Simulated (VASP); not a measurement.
# MgGa2S5 (P6/mmm) in VASP: single point with PBE

Aim: the single point of MgGa2S5 with PBE.

All numbers are computed with VASP 6.6.1; they aren't measurements. Logs are shortened: lines on timing, memory, paths and dates and some standing lists are left out, and cuts for length are marked.

### 1 The structure

The structure is hexagonal, space group P6/mmm (No. 191). The conventional cell has a = 7.910 Å, b = 7.910 Å, c = 4.772 Å, α = 90.00°, β = 90.00°, γ = 120.00°. Ga (site symmetry -6m2) is surrounded by 5 S at 2.28 to 2.39 Å. S (site symmetry -6m2) has 2 Ga at 2.39 Å as nearest neighbours. S (site symmetry mmm) has 2 Ga at 2.28 Å as nearest neighbours.

The cell was built by a generator and needn't be a form met in nature.

### 2 Single point, PBE

Contents of INCAR:

```
SYSTEM = MgGa2S5
ALGO     = Fast           ! electronic algorithm
EDIFF    = 1E-6           ! SCF threshold, eV
ENCUT    = 520            ! plane-wave cutoff, eV
GGA      = PE             ! functional
ISIF     = 2              ! what is computed and relaxed
ISMEAR   = 0              ! smearing method
LASPH    = .TRUE.         ! aspherical terms in the spheres
LCHARG   = .TRUE.         ! write CHGCAR
LELF     = .TRUE.         ! ELF
LREAL    = .FALSE.        ! projectors in reciprocal space
LVHAR    = .TRUE.       
LWAVE    = .FALSE.        ! write WAVECAR
NBANDS   = 39             ! bands
NELM     = 100            ! most SCF steps
PREC     = Accurate       ! precision mode
SIGMA    = 0.1            ! smearing width, eV
```

Contents of KPOINTS:

```
k-points
0
G
  6 6 8
  0 0 0
```

Contents of POSCAR:

```
MgGa2S5
1.0
    7.9100679387      0.0000000000      0.0000000000
   -3.9550339694      6.8503197806      0.0000000000
    0.0000000000      0.0000000000      4.7718061865
Mg Ga S
1 2 5
Direct
    0.0000000000      0.0000000000      0.0000000000
    0.3333333333      0.6666666667      0.5000000000
    0.6666666667      0.3333333333      0.5000000000
    0.3333333333      0.6666666667      0.0000000000
    0.0000000000      0.5000000000      0.5000000000
    0.5000000000      0.5000000000      0.5000000000
    0.5000000000      0.0000000000      0.5000000000
    0.6666666667      0.3333333333      0.0000000000
```

Potentials or basis: VASP PAW PBE potentials, release 64 (Mg, Ga_d, S).

Command:

```bash
$ cat potpaw_PBE.64/Mg/POTCAR potpaw_PBE.64/Ga_d/POTCAR potpaw_PBE.64/S/POTCAR > POTCAR
$ mpirun -np 1 vasp_std > vasp.out
```

OUTCAR:

```text
SYSTEM = MgGa2S5
   EDIFF = 1E-6
   ENCUT = 520
   GGA = PE
   ISIF = 2
   ISMEAR = 0
   LASPH = .TRUE.
   LREAL = .FALSE.
   NELM = 100
   PREC = Accurate

 ion  position               nearest neighbor table
   1  0.000  0.000  0.000-
   2  0.333  0.667  0.500-   5 2.28   7 2.28   6 2.28   4 2.39   4 2.39
   3  0.667  0.333  0.500-   5 2.28   7 2.28   6 2.28   8 2.39   8 2.39
   4  0.333  0.667  0.000-   2 2.39   2 2.39
   5  0.000  0.500  0.500-   2 2.28   3 2.28
   6  0.500  0.500  0.500-   2 2.28   3 2.28
   7  0.500  0.000  0.500-   2 2.28   3 2.28
   8  0.667  0.333  0.000-   3 2.39   3 2.39

  LATTYP: Found a hexagonal cell.
 ALAT       =     7.9100679387
 C/A-ratio  =     0.6032572948

  Lattice vectors:

 A1 = (   7.9100679387,   0.0000000000,   0.0000000000)
 A2 = (  -3.9550339694,   6.8503197806,   0.0000000000)
 A3 = (   0.0000000000,   0.0000000000,   4.7718061865)

Analysis of symmetry for initial positions (statically):
=====================================================================
 Subroutine PRICEL returns:
 Original cell was already a primitive cell.

 Routine SETGRP: Setting up the symmetry group for a
 hexagonal supercell.

 Subroutine GETGRP returns: Found 24 space group operations
 (whereof 24 operations were pure point group operations)
 out of a pool of 24 trial point group operations.

The static configuration has the point symmetry D_6h.

Analysis of symmetry for dynamics (positions and initial velocities):
=====================================================================
 Subroutine PRICEL returns:
 Original cell was already a primitive cell.

 Routine SETGRP: Setting up the symmetry group for a
 hexagonal supercell.

 Subroutine GETGRP returns: Found 24 space group operations
 (whereof 24 operations were pure point group operations)
 out of a pool of 24 trial point group operations.

The dynamic configuration has the point symmetry D_6h.

 Subroutine INISYM returns: Found 24 space group operations
 (whereof 24 operations are pure point group operations),
 and found     1 'primitive' translations

----------------------------------------------------------------------------------------

                                     Primitive cell

  volume of cell :     258.5675

  direct lattice vectors                    reciprocal lattice vectors
     7.910067939  0.000000000  0.000000000     0.126421164  0.072989293  0.000000000
[... 106 lines left out ...]
   POTIM  = 0.5000    time-step for ionic-motion
   TEBEG  =    0.0;   TEEND  =   0.0 temperature during run
   PSTRESS=    0.0 pullay stress
   NELECT =      58.0000    total number of electrons
   NUPDOWN=      -1.0000    fix difference up-down
   EMIN   =  10.00;   EMAX   =-10.00  energy-range for DOS
   EFERMI =   0.00;   METHOD = LEGACY
   ISMEAR =     0;   SIGMA  =   0.10  broadening in eV -4-tet -1-fermi 0-gaus
   EFERMI_NEDOS =   21; number of points for ismear=-14 and -15
   IALGO  =     68    algorithm
   IMIX   =      4    mixing-type and parameters
     AMIX     =   0.40;   BMIX     =  1.00
     AMIX_MAG =   1.60;   BMIX_MAG =  1.00
  volume/ion in A,a.u.               =      32.32       218.11
  Fermi-wavevector in a.u.,A,eV,Ry     =   0.994702  1.879714 13.462034  0.989432
  Thomas-Fermi vector in A             =   2.126671
   LORBIT       =      0    0 simple, 1 ext, 2 COOP (PROOUT), +10 PAW based schemes
   GGA     = PE    functional components
   LHFCALC =     F    Hartree Fock is set to
   AEXX    =    0.0000 exact exchange contribution
   IVDW    =     0    specifies the selected vdW correction
   LEPSILON=     F    determine dielectric tensor
   LRPA    =     F    only Hartree local field effects (RPA)
 non-spin polarized calculation
 RMM-DIIS sequential band-by-band and
 Gauss-broadening in eV      SIGMA  =   0.10
  energy-cutoff  :      520.00
  volume of cell :      258.57
 maximum number of plane-waves:      6990
 NGX is ok and might be reduce to    60
   NGX = 29   NGY = 29   NGZ = 17

 number of electron      58.0000001 magnetization

 Free energy of the ion-electron system (eV)
  ---------------------------------------------------
  ext. energy  EPLUGINS =         0.00000000
  ---------------------------------------------------
  free energy    TOTEN  =       -24.33510253 eV

  energy without entropy =      -24.29504448  energy(sigma->0) =      -24.31507350

 E-fermi :   0.4107     XC(G=0):  -7.4106

 val. band max:        0.4099729768   @ k =   0.5000   0.0000   0.5000
 cond. band min:       0.4230056692   @ k =   0.1667   0.1667   0.0000
 fundamental gap:      0.0130326924
 Fermi energy:         0.4107254061

 k-point     1 :       0.0000    0.0000    0.0000
  band No.  band energies     occupation
      1     -14.4149      2.00000
      2     -14.3749      2.00000
      3     -14.3336      2.00000
      4     -14.3336      2.00000
      5     -14.2062      2.00000
      6     -14.2062      2.00000
[... 997 lines left out ...]
     38       6.0697      0.00000
     39       6.8765      0.00000

 [... further k-points ...]

------------------------ aborting loop because EDIFF is reached ----------------------------------------

  FORCE on cell =-STRESS in cart. coord.  units (eV):
  Direction    XX          YY          ZZ          XY          YZ          ZX
  --------------------------------------------------------------------------------------
  -------------------------------------------------------------------------------------
  Total       -0.0317367     -0.0317367      0.0245852      0.0000000      0.0000000      0.0000000
  in kB       -0.1966521     -0.1966521      0.1523385      0.0000000      0.0000000      0.0000000
  external PRESSURE =      -0.0803219 kB  Pullay stress =       0.0000000 kB

 VOLUME and BASIS-vectors are now :
 -----------------------------------------------------------------------------
  energy-cutoff  :      520.00
  volume of cell :      258.57
      direct lattice vectors                 reciprocal lattice vectors
     7.910067939  0.000000000  0.000000000     0.126421164  0.072989293  0.000000000
    -3.955033969  6.850319781  0.000000000     0.000000000  0.145978587  0.000000000
     0.000000000  0.000000000  4.771806187     0.000000000  0.000000000  0.209564253

 POSITION                                       TOTAL-FORCE (eV/Angst)
 -----------------------------------------------------------------------------------
      0.00000      0.00000      0.00000        -0.000000     -0.000000     -0.000000
     -0.00000      4.56688      2.38590         0.000000     -0.000000     -0.000000
      3.95503      2.28344      2.38590        -0.000000      0.000000      0.000000
     -0.00000      4.56688      0.00000         0.000000      0.000000     -0.000000
     -1.97752      3.42516      2.38590         0.000000     -0.000000     -0.000000
      1.97752      3.42516      2.38590        -0.000000     -0.000000     -0.000000
      3.95503      0.00000      2.38590         0.000000     -0.000000     -0.000000
      3.95503      2.28344      0.00000        -0.000000      0.000000      0.000000
 -----------------------------------------------------------------------------------
    total drift:                                0.000000      0.000000      0.000000

  FREE ENERGIE OF THE ION-ELECTRON SYSTEM (eV)
  ---------------------------------------------------
  free  energy   TOTEN  =       -24.3351025288 eV

  energy  without entropy=      -24.2950444784  energy(sigma->0) =      -24.31507350
```

OSZICAR:

```text
N       E                     dE             d eps       ncg     rms          rms(c)
DAV:   1     0.490632425060E+03    0.49063E+03   -0.24632E+04  2758   0.155E+03
DAV:   2     0.551128548438E+02   -0.43552E+03   -0.41703E+03  3183   0.391E+02
DAV:   3    -0.231533184108E+02   -0.78266E+02   -0.76487E+02  3506   0.141E+02
DAV:   4    -0.283573507915E+02   -0.52040E+01   -0.51143E+01  3677   0.375E+01
DAV:   5    -0.284944662236E+02   -0.13712E+00   -0.13691E+00  3600   0.580E+00    0.118E+01
RMM:   6    -0.244976226275E+02    0.39968E+01   -0.32126E+00  3856   0.736E+00    0.758E+00
RMM:   7    -0.247342891371E+02   -0.23667E+00   -0.16152E+00  4161   0.348E+00    0.438E+00
RMM:   8    -0.243884809186E+02    0.34581E+00   -0.28628E-01  3773   0.184E+00    0.355E+00
RMM:   9    -0.243609544679E+02    0.27526E-01   -0.16322E-01  4004   0.167E+00    0.108E+00
RMM:  10    -0.243367566292E+02    0.24198E-01   -0.29354E-02  4217   0.804E-01    0.469E-01
RMM:  11    -0.243352688530E+02    0.14878E-02   -0.69224E-03  4499   0.349E-01    0.281E-01
RMM:  12    -0.243348785949E+02    0.39026E-03   -0.12901E-03  4175   0.163E-01    0.960E-02
RMM:  13    -0.243352331580E+02   -0.35456E-03   -0.56060E-04  4372   0.103E-01    0.756E-02
RMM:  14    -0.243351072910E+02    0.12587E-03   -0.19827E-04  4095   0.531E-02    0.426E-02
RMM:  15    -0.243351028287E+02    0.44624E-05   -0.57132E-05  4063   0.317E-02    0.142E-02
RMM:  16    -0.243351178818E+02   -0.15053E-04   -0.22722E-05  3475   0.172E-02    0.207E-02
RMM:  17    -0.243351023526E+02    0.15529E-04   -0.70420E-06  3001   0.116E-02    0.429E-03
RMM:  18    -0.243351025288E+02   -0.17623E-06   -0.20945E-06  2498   0.833E-03
   1 F= -.24335103E+02 E0= -.24315074E+02  d E =-.400581E-01
```

Wall time 7 min (1 thread of Intel Xeon Platinum 8559C (Emerald Rapids), shared host); peak memory 0.54 GiB.

Results:

```
Free energy            : -24.3351 eV
Pressure               : 0.0 GPa
Band gap on the k mesh : none (metal or under the smearing width)
```
